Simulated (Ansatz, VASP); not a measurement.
# GaAs: VASP beside Ansatz, part 2 of 2

One calculation is typed for both programs; each brings its own data sets. How far apart do they land? The cell is taken from a series of runs on this material, whose earlier steps may have relaxed, scaled, displaced or heated it; both programs get it as it stands.

VASP 6.6.1 and Ansatz 0.2.0.

So far. Step 5 (Ansatz: single point, LDA, pair 2): The run ends at a pressure of 9.98 GPa. Step 6 (VASP: single point, LDA, pair 2): The run ends at a pressure of 10.42 GPa.

## Step 7: Differences

What differs besides the data sets and the points named for the pairs above, as far as they apply: the data sets hold 28 valence electrons in Ansatz (on its PAW soft_1 files) and 18 in VASP. Total energies have different zeros and are not compared.

The two programs side by side:

```csv
quantity,Ansatz,VASP,difference
pressure (GPa),9.98,10.42,-0.44
gap on the k mesh (eV),1.086,1.076,+0.010
```

A gap on the mesh is an upper bound, since the band edges may lie between its points.

## Step 8: Ansatz: single point, LDA, pair 3

A single point gives forces, pressure and levels at one fixed geometry, so differences don't come from the geometry; what else differs is listed under the comparison. The cell compared in this pair holds 42.22 Å³, against 39.58 Å³ for the pair before.

The cell is taken from a series of runs on this material, whose earlier steps may have relaxed, scaled, displaced or heated it; both programs get it as it stands.

input.yaml reads:

```yaml
crystal:
  lattice:
    - [0.0, 2.7636993858, 2.7636993858]
    - [2.7636993858, 0.0, 2.7636993858]
    - [2.7636993858, 2.7636993858, 0.0]
  atoms:
    - { symbol: Ga, position: [0.0, 0.0, 0.0] }
    - { symbol: As, position: [0.75, 0.75, 0.75] }
kpoints:
  mp_grid: { grid: [12, 12, 12] }
hamiltonian:
  xc: lda
  pseudopotentials: { kind: paw, azcp: { folder: soft_1 }, xc_functional: pbe }
scf:
  occupations: { method: gaussian, width: 0.02 }
output:
  forces: true
  stress: true
  eigenvalues: true
```

The run is started by

```
$ ansatz run input.yaml --threads 4 --pin off --max-ram 10240MiB --backend cpu --events-out ev --progress --plain --runs-dir out
```

Numbers of over 12 decimals in the logs are rounded to 6 here.

The log of the run:

```text
[...]
Crystal: 2 atoms, lattice volume = 42.218 Å³
Basis set: ecut = 420 eV, 869 PW (Γ)
Bands: 18, of which v1, the nominal top of the filled ones, is band 14 counted from 1 (13 counted from 0)
Symmetry: 24 space group operations
[...]
k-points: 72 of 1728 (time reversal used)
[...]
--- Band table (eV; the first three rows and the last of 72) ---
  k-point 0: bands = [... 10 lower, -4.7438, 8.5441, 8.5441, 8.5441, 9.3493, 12.2495, 12.2495, 12.2495]
  k-point 1: bands = [... 10 lower, -4.6532, 7.3366, 8.4165, 8.4165, 10.1225, 12.4347, 12.4347, 12.4355]
  k-point 2: bands = [... 10 lower, -4.3901, 5.7378, 8.1204, 8.1204, 10.3125, 12.8424, 12.8424, 13.3463]
  k-point 71: bands = [... 10 lower, -1.8698, 1.5634, 4.6591, 4.8497, 13.2210, 13.4000, 14.0680, 14.5334]
[key lines of the parts left out:]
SCF converged after 8 iterations
Free energy (F): -8481.289413 eV
Fermi energy:    8.946969 eV
P = ⅓ Tr σ = 3.3374 GPa (33.374 kbar)
```

The run ends at a pressure of 3.34 GPa.

## Step 9: VASP: single point, LDA, pair 3

The same cell, functional (in two slightly different forms), mesh and smearing now go to VASP, with its own data sets.

INCAR reads:

```
SYSTEM = GaAs
PREC = Accurate
ENCUT = 500
EDIFF = 1E-06
NELM = 120
ISMEAR = 0
SIGMA = 0.02
LREAL = .FALSE.
ALGO = Normal
GGA = PW92
NBANDS = 15
LORBIT = 11
LWAVE = .FALSE.
LCHARG = .FALSE.
ISIF = 2
LASPH = .TRUE.
GGA_COMPAT = .FALSE.
EFERMI = MIDGAP
```

POSCAR reads:

```
GaAs
1.0
    0.0000000000      2.7636993858      2.7636993858
    2.7636993858      0.0000000000      2.7636993858
    2.7636993858      2.7636993858      0.0000000000
Ga As
1 1
Direct
    0.0000000000      0.0000000000      0.0000000000
    0.7500000000      0.7500000000      0.7500000000
```

KPOINTS reads:

```
Automatic mesh
0
Gamma
12 12 12
0 0 0
```

The projector-augmented-wave data sets are Ga_d and As (LDA family, release 64).

The run is started by

```
$ mpirun -np 1 vasp_std
```

The log of the run:

```text
[... set-up lines as in an earlier step ...]
 entering main loop
       N       E                     dE             d eps       ncg     rms          rms(c)
DAV:   1     0.818927024390E+02    0.81893E+02   -0.88531E+03  2176   0.162E+03
DAV:   2    -0.350574761494E+01   -0.85398E+02   -0.81825E+02  2482   0.313E+02
DAV:   3    -0.976808142537E+01   -0.62623E+01   -0.62405E+01  2566   0.685E+01
DAV:   4    -0.986536392597E+01   -0.97283E-01   -0.97268E-01  2638   0.956E+00
[...]
DAV:  10    -0.961551997701E+01   -0.29071E-05   -0.45541E-05  3384   0.831E-02    0.211E-02
DAV:  11    -0.961552453883E+01   -0.45618E-05   -0.70451E-06  2531   0.411E-02    0.297E-03
DAV:  12    -0.961552440621E+01    0.13262E-06   -0.46755E-07  1731   0.111E-02
   1 F= -.96155244E+01 E0= -.96155244E+01  d E =0.000000E+00
```

OUTCAR, selected parts (step 9):

```text
  Total        0.9664931      0.9664931      0.9664931      0.0000000      0.0000000     -0.0000000
  in kB       36.6781089     36.6781089     36.6781089      0.0000000      0.0000000     -0.0000000
  external PRESSURE =      36.6781089 kB  Pullay stress =       0.0000000 kB

 POSITION                                       TOTAL-FORCE (eV/Angst)
 -----------------------------------------------------------------------------------
      0.00000      0.00000      0.00000         0.000000      0.000000      0.000000
      4.14555      4.14555      4.14555        -0.000000     -0.000000     -0.000000
 -----------------------------------------------------------------------------------
    total drift:                                0.000000      0.000000      0.000000

  FREE ENERGIE OF THE ION-ELECTRON SYSTEM (eV)
  ---------------------------------------------------
  free  energy   TOTEN  =        -9.6155244062 eV

  energy  without entropy=       -9.6155244062  energy(sigma->0) =       -9.61552441

[... 1 part as in an earlier step ...]

[... 2 further parts left out ...]
[key lines of the parts left out:]
E-fermi :   4.9011
```

The run ends at a pressure of 3.67 GPa.

## Step 10: Side by side

What differs besides the data sets and the points named for the pairs above, as far as they apply: the data sets hold 28 valence electrons in Ansatz (on its PAW soft_1 files) and 18 in VASP. Total energies have different zeros and are not compared.

Both answers:

| quantity | Ansatz | VASP | difference |
| --- | --- | --- | --- |
| pressure (GPa) | 3.34 | 3.67 | -0.33 |
| gap on the k mesh (eV) | 0.805 | 0.851 | -0.045 |

A gap on the mesh is an upper bound, since the band edges may lie between its points.

## Step 11: Outcome

- difference in gap on the k mesh (single point, LDA, pair 1): 0.0097 eV
- difference in gap on the k mesh (single point, LDA, pair 2): 0.0096 eV
- difference in gap on the k mesh (single point, LDA, pair 3): -0.045 eV

The difference in gap on the k mesh is -0.045 eV (single point, LDA, pair 3), within the 0.08 eV picked in this series as the mark of a large difference. The data sets hold unlike numbers of valence electrons (28 in Ansatz and 18 in VASP), so part of the differences comes from the potentials. 5 further runs of this series are not shown here. Such differences can come from data sets, numerical settings and the points named under the comparisons, not from the functional's error against experiment.

[Lines on the potential files, build, host, timing and source positions are cut from VASP's logs without a mark.]

[Logs are printed without paths, hosts, clocks, repeated set-up lines and the standing remarks that a program may print on its own settings, such as how far it seeks lower states.]

[Hosts, paths, dates, database ids (printed as entryN), source tags and the programs' standing remarks are cut or masked in the printed files.]
